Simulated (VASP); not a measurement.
```yaml
crystal:
  lattice:
    - [-1.60703, 1.60703, 2.47383]
    - [1.60703, -1.60703, 2.47383]
    - [1.60703, 1.60703, -2.47383]
  atoms:
    - { symbol: In, position: [0.00000, 0.00000, 0.00000] }
```

The numbers are results of AM05 GGA, VASP's PBE PAW potentials (set 64) (plane waves; VASP), not measurements. Run with 520 eV cut-off, 14×14×14 Γ-centred mesh, first-order Methfessel-Paxton smearing of 0.10 eV, potentials In_d.

Unless said otherwise, spin-orbit coupling is left out, though it shifts the bands of the heavy elements here.

**Question.** Estimate the energy per atom (σ→0), band gap (on the k-mesh) with the smallest direct gap where there is one.

**Answer.** 
band gap (on the k-mesh): none (metal, semimetal or under 0.01 eV)
energy per atom (σ→0): -261.1 kJ/mol-atom

Total energies compare only between runs with the same potentials, cut-off and functional.

The compound is In in the bct structure. It was relaxed first. The start is the result of an earlier pass.
